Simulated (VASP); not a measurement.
Consider the following.

```xyz
1
Lattice="0.0000 2.6721 2.6721 2.6721 0.0000 2.6721 2.6721 2.6721 0.0000" Properties=species:S:1:pos:R:3 pbc="T T T"
Yb     0.0000     0.0000     0.0000
```

Level of theory: vdW-DF2, VASP's PBE PAW potentials (set 64) (plane waves; VASP 6.6.1). Run with 520 eV cut-off, 12×12×12 Γ-centred mesh, first-order Methfessel-Paxton smearing of 0.10 eV, potentials Yb_2.

The 4f electrons are frozen in the core of the lanthanide potential, so 4f levels, which can set the real gap, and their magnetism are missing.

**Question.** What does the run give for the energy per atom (σ→0), pressure?

**Answer.** 
```yaml
energy per atom (σ→0): 1.236 eV/atom
pressure: 1.17 GPa
```

Only differences to runs with the same potentials and settings are physical.

The compound is Yb in the fcc structure. This cell is one point of a volume scan, at 0.94 of the reference volume.
